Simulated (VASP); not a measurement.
# Nb2AlC under strain, part 2 of 4

How does the pressure of Nb2AlC answer to a change of volume? The bands are shown for each cell. All runs use r2SCAN. Left out of this account: 1 further run (self-consistent run: a reference on another mesh). The start is a computed cell from the Materials Project.

VASP 6.6.1; r2SCAN; plane waves and PAW (Al, Nb_sv, C).

Still holding for the runs below: Spin-orbit coupling is off here; it would split degenerate levels.

So far, pressure (GPa): step 2 (bands, cell as listed) -2.72.

### 3. Bands, volume times 1.04

The cell is expanded evenly, with fractional positions held.

File INCAR:

```
SYSTEM = Nb2AlC
PREC = Accurate
ENCUT = 520
EDIFF = 1E-06
NELM = 100
ISMEAR = -1
SIGMA = 0.05
LREAL = .FALSE.
ALGO = Normal
METAGGA = R2SCAN
LASPH = .TRUE.
NBANDS = 53
LORBIT = 11
LWAVE = .FALSE.
LCHARG = .FALSE.
KPAR = 8
```

File POSCAR:

```
Nb2AlC
1.0
    3.1636606694      0.0000000000      0.0000000000
   -1.5818303347      2.7398105087      0.0000000000
    0.0000000000      0.0000000000     14.1214821628
Al Nb C
2 4 2
Direct
    0.3333333300      0.6666666700      0.7500000000
    0.6666666700      0.3333333300      0.2500000000
    0.3333333300      0.6666666700      0.0897486000
    0.6666666700      0.3333333300      0.5897486000
    0.6666666700      0.3333333300      0.9102514000
    0.3333333300      0.6666666700      0.4102514000
    0.0000000000      0.0000000000      0.0000000000
    0.0000000000      0.0000000000      0.5000000000
```

File KPOINTS:

```
Automatic mesh
0
Gamma
11 11 3
0 0 0
```

File KPOINTS_OPT:

```
Line mode
12
Line-mode
Reciprocal
  0.00000000   0.00000000   0.00000000 GAMMA
  0.50000000   0.00000000   0.00000000 M

  0.50000000   0.00000000   0.00000000 M
  0.33333333   0.33333333   0.00000000 K

  0.33333333   0.33333333   0.00000000 K
  0.00000000   0.00000000   0.00000000 GAMMA

  0.00000000   0.00000000   0.00000000 GAMMA
  0.00000000   0.00000000   0.50000000 A

  0.00000000   0.00000000   0.50000000 A
  0.50000000   0.00000000   0.50000000 L

  0.50000000   0.00000000   0.50000000 L
  0.33333333   0.33333333   0.50000000 H

  0.33333333   0.33333333   0.50000000 H
  0.00000000   0.00000000   0.50000000 A

  0.50000000   0.00000000   0.50000000 L
  0.50000000   0.00000000   0.00000000 M

  0.33333333   0.33333333   0.00000000 K
  0.33333333   0.33333333   0.50000000 H
```

PAW data sets: Al, Nb_sv and C (PBE family, release 64).

Launch:

```console
$ mpirun -np 8 vasp_std
```

What it wrote:

```text
[banner, memory and clock lines left out]
running    8 mpi-ranks, on    1 nodes
 distrk:  each k-point on    1 cores,    8 groups
 distr:  one band on    1 cores,    1 groups

 POSCAR found type information on POSCAR AlNbC
 POSCAR found :  3 types and       8 ions
 [... a notice as in an earlier step ...]

 [... a notice as in an earlier step ...]

 LDA part: xc-table for (None), standard interpolation
 POSCAR, INCAR and KPOINTS ok, starting setup
 FFT: planning ... GRIDC
 FFT: planning ... GRID_SOFT
 FFT: planning ... GRID
 WAVECAR not read
 entering main loop
       N       E                     dE             d eps       ncg     rms          rms(c)
DAV:   1     0.633081852541E+03    0.63308E+03   -0.34530E+04  3408   0.129E+03
DAV:   2    -0.103394864871E+03   -0.73648E+03   -0.69651E+03  4097   0.499E+02
DAV:   3    -0.166291944147E+03   -0.62897E+02   -0.61392E+02  5792   0.110E+02
DAV:   4    -0.170865560073E+03   -0.45736E+01   -0.45035E+01  5632   0.259E+01
DAV:   5    -0.171128259564E+03   -0.26270E+00   -0.26222E+00  5456   0.654E+00    0.237E+01
DAV:   6    -0.136900870232E+03    0.34227E+02   -0.25952E+01  4952   0.338E+01    0.525E+00
DAV:   7    -0.137291464668E+03   -0.39059E+00   -0.24453E+00  4497   0.777E+00    0.307E+00
DAV:   8    -0.137348141015E+03   -0.56676E-01   -0.24480E-01  4401   0.243E+00    0.105E+00
DAV:   9    -0.137362487590E+03   -0.14347E-01   -0.38925E-02  5833   0.102E+00    0.528E-01
DAV:  10    -0.137365116422E+03   -0.26288E-02   -0.50287E-03  4258   0.408E-01    0.160E-01
DAV:  11    -0.137365489087E+03   -0.37267E-03   -0.68565E-04  5310   0.141E-01    0.379E-02
DAV:  12    -0.137365505233E+03   -0.16146E-04   -0.54951E-05  5070   0.477E-02    0.876E-03
DAV:  13    -0.137365501950E+03    0.32832E-05   -0.73009E-06  4608   0.150E-02    0.348E-03
DAV:  14    -0.137365501688E+03    0.26181E-06   -0.48902E-07  2272   0.654E-03
   1 F= -.13736550E+03 E0= -.13735434E+03  d E =-.223205E-01
 Start KPOINTS_OPT (optional k-point list driver)
k-point batch [1-32\108]
       N       E                     dE             ncg
DAV:   1     0.262315322374E+04   -0.59279E+05     3400
DAV:   2    -0.214887335645E+05   -0.24112E+05     3805
DAV:   3    -0.234864219731E+05   -0.19977E+04     5624
DAV:   4    -0.236301274501E+05   -0.14371E+03     5520
DAV:   5    -0.236371121564E+05   -0.69847E+01     5369
DAV:   6    -0.236373891134E+05   -0.27696E+00     5608
DAV:   7    -0.236374025765E+05   -0.13463E-01     5305
DAV:   8    -0.236374035779E+05   -0.10014E-02     5360
DAV:   9    -0.236374036470E+05   -0.69106E-04     3894
DAV:  10    -0.236374036522E+05   -0.51639E-05     3208
DAV:  11    -0.236374036527E+05   -0.50130E-06     2713
[...]
k-point batch [97-108\108]
       N       E                     dE             ncg
DAV:   1     0.372133511011E+05   -0.32949E+05     1280
DAV:   2     0.286150458957E+05   -0.85983E+04     1420
DAV:   3     0.279152778925E+05   -0.69977E+03     2040
DAV:   4     0.278646604914E+05   -0.50617E+02     2104
DAV:   5     0.278620210205E+05   -0.26395E+01     2072
DAV:   6     0.278619315816E+05   -0.89439E-01     2160
DAV:   7     0.278619287314E+05   -0.28501E-02     2056
DAV:   8     0.278619285318E+05   -0.19960E-03     2128
DAV:   9     0.278619285255E+05   -0.63528E-05     1568
DAV:  10     0.278619285249E+05   -0.57309E-06     1152
```

It took 11 min on 8 MPI ranks of AMD EPYC 7R13 (Zen 3), shared host; peak memory 3.7 GiB; 86 min of CPU time.

From OUTCAR (step 3):

```text
  LATTYP: Found a hexagonal cell.
 ALAT       =     3.1636606694
 C/A-ratio  =     4.4636525969

 Found     32 irreducible k-points:

   ENCUT  =  520.0 eV  38.22 Ry    6.18 a.u.   5.88  5.88 26.26*2*pi/ulx,y,z

   NELECT =      66.0000    total number of electrons

 E-fermi :   9.8393

 k-point     1 :       0.0000    0.0000    0.0000
  band No.  band energies     occupation
    ...
     30       8.9761      2.00000
     31       9.5574      1.99290
     32       9.5574      1.99290
     33       9.5873      1.98713
     34       9.5873      1.98713
     35      10.8009      0.00000
     36      10.8009      0.00000
     37      10.9104      0.00000
     38      10.9104      0.00000
     39      11.7834      0.00000
    ...

 k-point     2 :       0.0909    0.0000    0.0000
  band No.  band energies     occupation
    ...
     30       9.0964      2.00000
     31       9.1755      2.00000
     32       9.2437      1.99999
     33       9.7353      1.77799
     34       9.7711      1.59282
     35      10.2844      0.00027
     36      10.6520      0.00000
     37      10.7457      0.00000
     38      10.7762      0.00000
     39      11.7736      0.00000
    ...

  Total       -7.7512923     -7.7512923     -7.4846552      0.0000000     -0.0000000      0.0000000
  in kB     -101.4597984   -101.4597984    -97.9696765      0.0000000     -0.0000000      0.0000000
  external PRESSURE =    -100.2964244 kB  Pullay stress =       0.0000000 kB

  energy-cutoff  :      520.00
  volume of cell :      122.40
      direct lattice vectors                 reciprocal lattice vectors
     3.163660669  0.000000000  0.000000000     0.316089526  0.182494373  0.000000000
    -1.581830335  2.739810509  0.000000000     0.000000000  0.364988745  0.000000000
     0.000000000  0.000000000 14.121482163     0.000000000  0.000000000  0.070814096

 POSITION                                       TOTAL-FORCE (eV/Angst)
 -----------------------------------------------------------------------------------
     -0.00000      1.82654     10.59111        -0.000000      0.000000      0.000000
      1.58183      0.91327      3.53037         0.000000     -0.000000      0.000000
     -0.00000      1.82654      1.26738        -0.000000      0.000000     -0.679596
      1.58183      0.91327      8.32812         0.000000      0.000000     -0.679596
      1.58183      0.91327     12.85410         0.000000     -0.000000      0.679596
     -0.00000      1.82654      5.79336        -0.000000      0.000000      0.679596
      0.00000      0.00000      0.00000         0.000000      0.000000      0.000000
      0.00000      0.00000      7.06074        -0.000000      0.000000      0.000000
 -----------------------------------------------------------------------------------
    total drift:                               -0.000023      0.000013     -0.000001

  FREE ENERGIE OF THE ION-ELECTRON SYSTEM (eV)
  ---------------------------------------------------
  free  energy   TOTEN  =      -137.3655016882 eV

  energy  without entropy=     -137.3431811707  energy(sigma->0) =     -137.35434143

 total charge
# of ion       s       p       d       tot
------------------------------------------
    1        0.418   0.367   0.000   0.785
    2        0.418   0.367   0.000   0.785
    3        2.162   6.041   2.370  10.573
    4        2.162   6.041   2.370  10.573
    5        2.162   6.041   2.370  10.573
    6        2.162   6.041   2.370  10.573
    7        0.898   1.506   0.000   2.405
    8        0.898   1.506   0.000   2.405
--------------------------------------------------
tot         11.281  27.911   9.481  48.672

[... 4 parts as in an earlier step ...]

[... 7 further parts left out ...]
```

Numbers from this step:

```yaml
free_energy_toten: -137.3655 eV
energy_at_zero_smearing: -137.3543 eV
fermi_energy: 9.839 eV
pressure: -10.03 GPa
```

Electronic bands along the path, in eV, zero at the Fermi level; # counts the bands kept, so #1 is VASP's band 19:

```
          point    #13    #14    #15    #16   #17   #18   #19   #20
              Γ  -0.28  -0.28  -0.25  -0.25  0.96  0.96  1.07  1.07
0.55 of the way  -1.26  -1.03   0.40   0.69  0.80  0.89  1.55  1.59
              M  -1.66  -1.53   1.03   1.35  1.59  1.69  1.81  2.11
0.45 of the way  -1.73  -1.58  -0.45   0.16  1.27  1.71  1.76  2.47
              K  -1.84  -1.84  -1.43  -0.46  1.18  1.18  1.72  1.72
0.45 of the way  -1.25  -1.19  -0.88  -0.11  0.53  1.34  1.56  1.70
              Γ  -0.28  -0.28  -0.25  -0.25  0.96  0.96  1.07  1.07
0.45 of the way  -0.28  -0.28  -0.26  -0.26  0.97  0.97  1.06  1.06
              A  -0.27  -0.27  -0.27  -0.27  1.01  1.01  1.01  1.01
0.45 of the way  -0.99  -0.99   0.41   0.41  0.56  0.56  1.18  1.18
              L  -1.60  -1.60   1.45   1.45  1.55  1.55  1.76  1.76
0.45 of the way  -1.60  -1.60  -0.23  -0.23  1.45  1.45  2.12  2.12
              H  -1.71  -1.71  -0.95  -0.95  1.12  1.12  1.90  1.90
0.55 of the way  -0.81  -0.81  -0.53  -0.53  0.88  0.88  1.52  1.52
              A  -0.27  -0.27  -0.27  -0.27  1.01  1.01  1.01  1.01
      jump to L  -1.60  -1.60   1.45   1.45  1.55  1.55  1.76  1.76
0.45 of the way  -1.64  -1.55   1.19   1.41  1.62  1.63  1.70  1.96
              M  -1.66  -1.53   1.03   1.35  1.59  1.69  1.81  2.11
      jump to K  -1.84  -1.84  -1.43  -0.46  1.18  1.18  1.72  1.72
0.55 of the way  -1.75  -1.75  -1.26  -0.64  1.14  1.14  1.81  1.81
              H  -1.71  -1.71  -0.95  -0.95  1.12  1.12  1.90  1.90
```

Of the projections kept (Al, Nb, C), the largest for each band there; the rest of the weight can lie on other orbitals:

```
point      #13      #14      #15      #16      #17      #18      #19      #20
    Γ  Nb 1.00  Nb 1.00  Nb 1.00  Nb 1.00  Nb 0.99  Nb 0.99  Nb 1.00  Nb 1.00
    M  Nb 0.75  Nb 0.72  Nb 0.96  Nb 0.94  Nb 0.71  Nb 0.91  Nb 1.00  Nb 0.59
    K  Nb 0.53  Nb 0.53  Nb 1.00  Nb 0.97  Nb 0.72  Nb 0.72  Nb 0.91  Nb 0.91
    Γ  Nb 1.00  Nb 1.00  Nb 1.00  Nb 1.00  Nb 0.99  Nb 0.99  Nb 1.00  Nb 1.00
    A  Nb 1.00  Nb 1.00  Nb 1.00  Nb 1.00  Nb 1.00  Nb 1.00  Nb 1.00  Nb 1.00
    L  Nb 0.73  Nb 0.73  Nb 0.95  Nb 0.95  Nb 0.96  Nb 0.96  Nb 0.65  Nb 0.65
```

Force by atom:

```
atom  x (eV/Å)  y (eV/Å)  z (eV/Å)   size
 Al1     0.000     0.000     0.000  0.000
 Al2     0.000     0.000     0.000  0.000
 Nb3     0.000     0.000    -0.680  0.680
 Nb4     0.000     0.000    -0.680  0.680
 Nb5     0.000     0.000     0.680  0.680
 Nb6     0.000     0.000     0.680  0.680
  C7     0.000     0.000     0.000  0.000
  C8     0.000     0.000     0.000  0.000
```

 The pressure is -10.03 GPa.

For the pressure, step 2 gave -2.72 GPa; this run, with cell volume +4.0 %, gives -10.0 GPa.

### 4. Bands, volume times 1.08

The cell is expanded evenly, with fractional positions held.

INCAR is that of step 3.

Edit POSCAR of step 3 so:

```diff
@@ -2,5 +2,5 @@
 1.0
-    3.1636606694      0.0000000000      0.0000000000
-   -1.5818303347      2.7398105087      0.0000000000
-    0.0000000000      0.0000000000     14.1214821628
+    3.2037112587      0.0000000000      0.0000000000
+   -1.6018556294      2.7744953364      0.0000000000
+    0.0000000000      0.0000000000     14.3002540797
 Al Nb C
```

KPOINTS is that of step 3.

KPOINTS_OPT is that of step 3.

Launch:

```console
$ mpirun -np 8 vasp_std
```

What it wrote:

```text
[... set-up lines as in an earlier step ...]
 entering main loop
       N       E                     dE             d eps       ncg     rms          rms(c)
DAV:   1     0.624354319547E+03    0.62435E+03   -0.34434E+04  3392   0.128E+03
DAV:   2    -0.103886276084E+03   -0.72824E+03   -0.69030E+03  4089   0.495E+02
DAV:   3    -0.165614503064E+03   -0.61728E+02   -0.60285E+02  5752   0.108E+02
DAV:   4    -0.170548818703E+03   -0.49343E+01   -0.48594E+01  5664   0.263E+01
DAV:   5    -0.170775263322E+03   -0.22644E+00   -0.22611E+00  5369   0.626E+00    0.227E+01
DAV:   6    -0.136514026582E+03    0.34261E+02   -0.26612E+01  4944   0.337E+01    0.514E+00
DAV:   7    -0.136909946185E+03   -0.39592E+00   -0.23518E+00  4521   0.754E+00    0.305E+00
DAV:   8    -0.136965915678E+03   -0.55969E-01   -0.25704E-01  4326   0.246E+00    0.103E+00
DAV:   9    -0.136979109550E+03   -0.13194E-01   -0.38996E-02  5823   0.103E+00    0.509E-01
DAV:  10    -0.136981702270E+03   -0.25927E-02   -0.50498E-03  4300   0.418E-01    0.158E-01
DAV:  11    -0.136982101581E+03   -0.39931E-03   -0.73935E-04  5215   0.143E-01    0.365E-02
DAV:  12    -0.136982119085E+03   -0.17504E-04   -0.59858E-05  5016   0.495E-02    0.998E-03
DAV:  13    -0.136982118010E+03    0.10754E-05   -0.82821E-06  4595   0.164E-02    0.368E-03
DAV:  14    -0.136982117526E+03    0.48372E-06   -0.58341E-07  2224   0.757E-03
   1 F= -.13698212E+03 E0= -.13697018E+03  d E =-.238686E-01
 Start KPOINTS_OPT (optional k-point list driver)
k-point batch [1-32\108]
       N       E                     dE             ncg
DAV:   1     0.145676729684E+04   -0.58807E+05     3400
DAV:   2    -0.224156410103E+05   -0.23872E+05     3839
DAV:   3    -0.244250945689E+05   -0.20095E+04     5704
DAV:   4    -0.245554463893E+05   -0.13035E+03     5584
DAV:   5    -0.245624361216E+05   -0.69897E+01     5398
DAV:   6    -0.245627272190E+05   -0.29110E+00     5603
DAV:   7    -0.245627397213E+05   -0.12502E-01     5228
DAV:   8    -0.245627405945E+05   -0.87318E-03     5315
DAV:   9    -0.245627406678E+05   -0.73279E-04     3905
DAV:  10    -0.245627406724E+05   -0.46047E-05     3150
DAV:  11    -0.245627406729E+05   -0.51612E-06     2715
[...]
k-point batch [97-108\108]
       N       E                     dE             ncg
DAV:   1     0.364195120490E+05   -0.32437E+05     1280
DAV:   2     0.279105827085E+05   -0.85089E+04     1439
DAV:   3     0.272235844274E+05   -0.68700E+03     2048
DAV:   4     0.271756628088E+05   -0.47922E+02     2128
DAV:   5     0.271733334715E+05   -0.23293E+01     2051
DAV:   6     0.271732682744E+05   -0.65197E-01     2200
DAV:   7     0.271732653607E+05   -0.29138E-02     2019
DAV:   8     0.271732651378E+05   -0.22281E-03     2043
DAV:   9     0.271732651294E+05   -0.84778E-05     1443
DAV:  10     0.271732651286E+05   -0.79652E-06     1137
```

Wall time 10 min (8 MPI ranks); peak memory 3.8 GiB.

From OUTCAR (step 4):

```text
  LATTYP: Found a hexagonal cell.
 ALAT       =     3.2037112587
 C/A-ratio  =     4.4636525969

 Found     32 irreducible k-points:

   ENCUT  =  520.0 eV  38.22 Ry    6.18 a.u.   5.96  5.96 26.59*2*pi/ulx,y,z

   NELECT =      66.0000    total number of electrons

 E-fermi :   9.3912

 k-point     1 :       0.0000    0.0000    0.0000
  band No.  band energies     occupation
    ...
     30       8.5660      2.00000
     31       9.1228      1.99073
     32       9.1228      1.99073
     33       9.1514      1.98363
     34       9.1514      1.98363
     35      10.2942      0.00000
     36      10.2942      0.00000
     37      10.3989      0.00000
     38      10.3989      0.00000
     39      11.2316      0.00000
    ...

 k-point     2 :       0.0909    0.0000    0.0000
  band No.  band energies     occupation
    ...
     30       8.6809      2.00000
     31       8.7601      1.99999
     32       8.8249      1.99998
     33       9.2924      1.75653
     34       9.3265      1.56987
     35       9.8124      0.00044
     36      10.1535      0.00000
     37      10.2457      0.00000
     38      10.2728      0.00000
     39      11.2249      0.00000
    ...

  Total      -12.6411084    -12.6411084    -12.7003069      0.0000000      0.0000000      0.0000000
  in kB     -159.3362592   -159.3362592   -160.0824337      0.0000000      0.0000000      0.0000000
  external PRESSURE =    -159.5849840 kB  Pullay stress =       0.0000000 kB

  energy-cutoff  :      520.00
  volume of cell :      127.11
      direct lattice vectors                 reciprocal lattice vectors
     3.203711259  0.000000000  0.000000000     0.312137992  0.180212954  0.000000000
    -1.601855629  2.774495336  0.000000000     0.000000000  0.360425908  0.000000000
     0.000000000  0.000000000 14.300254080     0.000000000  0.000000000  0.069928827

 POSITION                                       TOTAL-FORCE (eV/Angst)
 -----------------------------------------------------------------------------------
     -0.00000      1.84966     10.72519        -0.000000      0.000000     -0.000000
      1.60186      0.92483      3.57506         0.000000     -0.000000     -0.000000
     -0.00000      1.84966      1.28343         0.000000     -0.000000     -1.007483
      1.60186      0.92483      8.43355        -0.000000      0.000000     -1.007483
      1.60186      0.92483     13.01683        -0.000000      0.000000      1.007483
     -0.00000      1.84966      5.86670         0.000000     -0.000000      1.007483
      0.00000      0.00000      0.00000         0.000000     -0.000000     -0.000000
      0.00000      0.00000      7.15013         0.000000     -0.000000     -0.000000
 -----------------------------------------------------------------------------------
    total drift:                               -0.000023      0.000013     -0.000001

  FREE ENERGIE OF THE ION-ELECTRON SYSTEM (eV)
  ---------------------------------------------------
  free  energy   TOTEN  =      -136.9821175261 eV

  energy  without entropy=     -136.9582489376  energy(sigma->0) =     -136.97018323

 total charge
# of ion       s       p       d       tot
------------------------------------------
    1        0.416   0.354   0.000   0.770
    2        0.416   0.354   0.000   0.770
    3        2.156   6.031   2.336  10.523
    4        2.156   6.031   2.336  10.523
    5        2.156   6.031   2.336  10.523
    6        2.156   6.031   2.336  10.523
    7        0.893   1.481   0.000   2.374
    8        0.893   1.481   0.000   2.374
--------------------------------------------------
tot         11.241  27.796   9.343  48.380

[... 4 parts as in an earlier step ...]

[... 7 further parts left out ...]
```

Numbers from this step:

| Quantity | Value |
| --- | --- |
| free energy (TOTEN) | -136.9821 eV |
| energy at zero smearing | -136.9702 eV |
| Fermi energy | 9.391 eV |
| pressure | -15.96 GPa |

The electronic bands at the labelled points (eV, zero at the Fermi level; # counts the bands kept, so #1 is VASP's band 19):

```csv
point,#13,#14,#15,#16,#17,#18,#19,#20
Γ,-0.27,-0.27,-0.24,-0.24,0.90,0.90,1.01,1.01
0.45 of the way,-1.16,-0.66,0.07,0.47,0.60,0.70,1.07,1.16
M,-1.66,-1.53,0.98,1.27,1.52,1.59,1.71,2.02
0.45 of the way,-1.72,-1.56,-0.44,0.16,1.20,1.61,1.66,2.33
K,-1.80,-1.80,-1.36,-0.43,1.10,1.10,1.63,1.63
0.45 of the way,-1.21,-1.14,-0.84,-0.10,0.50,1.27,1.47,1.61
Γ,-0.27,-0.27,-0.24,-0.24,0.90,0.90,1.01,1.01
0.45 of the way,-0.27,-0.27,-0.24,-0.24,0.91,0.91,0.99,0.99
A,-0.25,-0.25,-0.25,-0.25,0.95,0.95,0.95,0.95
0.45 of the way,-0.95,-0.95,0.39,0.39,0.53,0.53,1.11,1.11
L,-1.60,-1.60,1.37,1.37,1.46,1.46,1.69,1.69
0.45 of the way,-1.58,-1.58,-0.22,-0.22,1.37,1.37,2.01,2.01
H,-1.68,-1.68,-0.90,-0.90,1.04,1.04,1.79,1.79
0.45 of the way,-1.08,-1.08,-0.47,-0.47,0.91,0.91,1.57,1.57
A,-0.25,-0.25,-0.25,-0.25,0.95,0.95,0.95,0.95
jump to L,-1.60,-1.60,1.37,1.37,1.46,1.46,1.69,1.69
0.45 of the way,-1.64,-1.56,1.12,1.33,1.53,1.56,1.61,1.89
M,-1.66,-1.53,0.98,1.27,1.52,1.59,1.71,2.02
jump to K,-1.80,-1.80,-1.36,-0.43,1.10,1.10,1.63,1.63
0.45 of the way,-1.74,-1.74,-1.24,-0.56,1.07,1.07,1.69,1.69
H,-1.68,-1.68,-0.90,-0.90,1.04,1.04,1.79,1.79
```

Of the projections kept (Al, Nb, C), the largest for each band there; the rest of the weight can lie on other orbitals:

```
point      #13      #14      #15      #16      #17      #18      #19      #20
    Γ  Nb 1.00  Nb 1.00  Nb 1.00  Nb 1.00  Nb 0.99  Nb 0.99  Nb 1.00  Nb 1.00
    M  Nb 0.76  Nb 0.73  Nb 0.96  Nb 0.94  Nb 0.72  Nb 0.92  Nb 1.00  Nb 0.59
    K  Nb 0.54  Nb 0.54  Nb 1.00  Nb 0.97  Nb 0.73  Nb 0.73  Nb 0.91  Nb 0.91
    Γ  Nb 1.00  Nb 1.00  Nb 1.00  Nb 1.00  Nb 0.99  Nb 0.99  Nb 1.00  Nb 1.00
    A  Nb 1.00  Nb 1.00  Nb 1.00  Nb 1.00  Nb 1.00  Nb 1.00  Nb 1.00  Nb 1.00
    L  Nb 0.74  Nb 0.74  Nb 0.95  Nb 0.95  Nb 0.96  Nb 0.96  Nb 0.66  Nb 0.66
```

Force by atom:

```csv
atom,x (eV/Å),y (eV/Å),z (eV/Å),size
Al1,0.00,0.00,0.00,0.00
Al2,0.00,0.00,0.00,0.00
Nb3,0.00,0.00,-1.01,1.01
Nb4,0.00,0.00,-1.01,1.01
Nb5,0.00,0.00,1.01,1.01
Nb6,0.00,0.00,1.01,1.01
C7,0.00,0.00,0.00,0.00
C8,0.00,0.00,0.00,0.00
```

 The pressure is -15.96 GPa.

For the pressure, step 2 gave -2.72 GPa; this run, with cell volume +8.0 %, gives -16.0 GPa.

(Part 2 of 4 ends here.)

[Lines on the potential files, build, host, timing and source positions are cut from VASP's logs without a mark.]

[Logs are printed without paths, hosts, clocks, repeated set-up lines and the standing remarks that a program may print on its own settings, such as how far it seeks lower states.]

[Hosts, paths, dates, database ids (printed as entryN), source tags and the programs' standing remarks are cut or masked in the printed files.]

[A measured line is paired with the nearest computed mode of its activity, which favours agreement.]
